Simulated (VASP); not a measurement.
# ScBS3: single point with PBEsol

Crystal: ScBS3.

```xyz
5
Lattice="4.3800 0.0000 0.0000 0.0000 4.3800 0.0000 0.0000 0.0000 4.3800" Properties=species:S:1:pos:R:3 pbc="T T T"
Sc    0.0000    0.0000    0.0000
B     2.1900    2.1900    2.1900
S     2.1900    2.1900    0.0000
S     2.1900    0.0000    2.1900
S     0.0000    2.1900    2.1900
```

The cell comes from a database or a generator and needn't be the stable form of this composition.

- Program: VASP 6.6.1
- Task: single point
- Functional: PBEsol
- Potentials or basis: VASP PAW PBE potentials, release 64 (Sc_sv, B, S)
- Cutoff: 520 eV
- k mesh: 4 × 4 × 4
- Occupations: gaussian, width 0.05 eV
- Spin: no spin polarisation
- Dipole correction: no
- Further INCAR settings: ALGO = Normal; EDIFF = 1e-07; NBANDS = 24

```
Pressure               : -11.5 GPa
Band gap on the k mesh : none (metal or under the smearing width)
```

Levels at points of the mesh, in eV from the Fermi level:
| k point | band 13 | band 14 | band 15 | band 16 | band 17 | band 18 | band 19 | band 20 |
| --- | --- | --- | --- | --- | --- | --- | --- | --- |
| (0.00, 0.00, 0.00) | -0.87 | -0.87 | -0.42 | -0.42 | -0.42 | 0.92 | 0.92 | 1.12 |
| (0.50, 0.00, 0.00) | -2.25 | -2.25 | -1.05 | -1.05 | 1.28 | 1.29 | 2.50 | 2.70 |
| (0.50, 0.50, 0.00) | -2.22 | -2.22 | 0.01 | 0.46 | 1.47 | 1.59 | 2.66 | 2.67 |
| (0.50, 0.50, 0.50) | 0.09 | 1.11 | 1.11 | 1.11 | 1.56 | 1.56 | 1.56 | 1.57 |

Run time: 16 s on 1 thread of Intel(R) Xeon(R) Platinum 8488C (Sapphire Rapids), on a shared host, peak memory 0.21 GiB.

Caveat: the PAW data sets were made with another functional, which shifts forces and pressure a little.
